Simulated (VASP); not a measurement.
Input for VASP

File KPOINTS:
```
Automatic mesh
0
Gamma
7 7 4
0 0 0
```

INCAR:
```
SYSTEM = GaN
PREC = Accurate; ENCUT = 520; LREAL = .False.
LASPH = .True.
EDIFF = 1E-6; NELM = 100; ALGO = Normal
LMAXMIX = 4; LMIXTAU = .True.
ISMEAR = 0; SIGMA = 0.05
METAGGA = R2SCAN; LUSE_VDW = .True.; BPARAM = 11.95
CPARAM = 0.0093
IBRION = 2; NSW = 60; ISIF = 3
EDIFFG = -0.02
LWAVE = .False.; LCHARG = .False.
```

POSCAR:
```
GaN
1
    1.5912219442    -2.7560772156     0.0000000000
    1.5912219442     2.7560772156     0.0000000000
    0.0000000000     0.0000000000     5.1801024123
Ga N
2 2
Direct
  0.6666670000   0.3333330000   0.5000334008
  0.3333330000   0.6666670000   0.0000334008
  0.6666670000   0.3333330000   0.8769665992
  0.3333330000   0.6666670000   0.3769665992
```

POTCAR, in this order: Ga_d N (PBE.64 set). Program: vasp_std.

Task: Write an equivalent input for Ansatz.

Result: One equivalent input (not run):
Ansatz 0.2 input:
```yaml
crystal:
  lattice:
    - [1.5912219, -2.7560772, 0.0000000]
    - [1.5912219, 2.7560772, 0.0000000]
    - [0.0000000, 0.0000000, 5.1801024]
  atoms:
    - { symbol: Ga, position: [0.6666670, 0.3333330, 0.5000334] }
    - { symbol: Ga, position: [0.3333330, 0.6666670, 0.0000334] }
    - { symbol: N, position: [0.6666670, 0.3333330, 0.8769666] }
    - { symbol: N, position: [0.3333330, 0.6666670, 0.3769666] }
kpoints:
  mp_grid: { grid: [7, 7, 4] }
hamiltonian:
  xc: r2scan
  dispersion: rvv10
  pseudopotentials: { kind: paw }
scf:
  occupations: { method: gaussian, width: 0.05 }
  max_iter: 100
relax:
  max_steps: 60
  f_tol: 0.02
  cell: {}
output: { forces: true, stress: true, eigenvalues: true }
```
The two are equivalent in intent, not identical: each code has its own PAW files, so the cut-off isn't converted (ENCUT is set for VASP's; basis.ecutwfc is left out, and Ansatz then takes the one that its files recommend); Ansatz stops its SCF on the density residual and VASP on the energy change (EDIFF).

The compound is GaN in the wurtzite structure. It was relaxed first. The start is the result of an earlier pass.
